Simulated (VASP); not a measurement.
Method: PBE GGA, VASP's PBE PAW potentials (set 64) (plane waves; VASP).

VASP ran on this input.

**INCAR**
```
! general
SYSTEM   =  GaAs
PREC     =  Accurate
ENCUT    =  480
LREAL    =  .FALSE.   ! projection in real space or not
LASPH    =  .TRUE.   ! aspherical one-centre terms

! electronic loop
EDIFF    =  1E-6   ! SCF stop (eV)
NELM     =  100   ! most electronic steps
ALGO     =  Normal   ! blocked Davidson
LMAXMIX  =  4   ! l cut-off of mixed one-centre charges

! smearing
ISMEAR   =  0
SIGMA    =  0.05

! functional
GGA      =  PE   ! PBE

! ions
IBRION   =  2   ! conjugate gradients
NSW      =  60
ISIF     =  3   ! ions, shape and volume
EDIFFG   =  -0.01   ! ionic stop

! output
LWAVE    =  .FALSE.
LCHARG   =  .FALSE.
```

POSCAR:
```
GaAs
1
   -0.0000000000     2.8732270783     2.8732270783
    2.8732270783    -0.0000000000     2.8732270783
    2.8732270783     2.8732270783     0.0000000000
Ga As
1 1
Direct
  0.0000000000   0.0000000000   0.0000000000
  0.7500000000   0.7500000000   0.7500000000
```

**KPOINTS**
```
kpoints
0
Gamma
 7 7 7
```

POTCAR, in this order: Ga_d As (PBE.64 set). Program: vasp_std.

### Question
What does the run give for the energy per atom (σ→0), band gap (on the k-mesh)?

### Answer

| Quantity | Result |
|---|---|
| energy per atom (σ→0) | -4.133 eV/atom |
| band gap (on the k-mesh) | 0.16 eV |

### OSZICAR
```
...
DAV:   6    -0.828028903544E+01    0.13691E+00   -0.25841E-01   799   0.924E+00    0.166E+00
DAV:   7    -0.826367633361E+01    0.16613E-01   -0.67646E-02   670   0.203E+00    0.558E-01
DAV:   8    -0.826451469161E+01   -0.83836E-03   -0.10065E-02   600   0.139E+00    0.907E-02
DAV:   9    -0.826491974726E+01   -0.40506E-03   -0.10790E-03   631   0.479E-01    0.554E-02
DAV:  10    -0.826498606032E+01   -0.66313E-04   -0.78869E-05   662   0.934E-02    0.301E-02
DAV:  11    -0.826504213765E+01   -0.56077E-04   -0.89066E-05   545   0.793E-02    0.419E-03
DAV:  12    -0.826504250048E+01   -0.36283E-06   -0.14200E-06   499   0.185E-02
   1 F= -.82650425E+01 E0= -.82650308E+01  d E =-.826504E+01
```

The compound is GaAs in the zinc blende structure. It was relaxed first, which changed the volume by +5 %. The start is the result of an earlier pass.
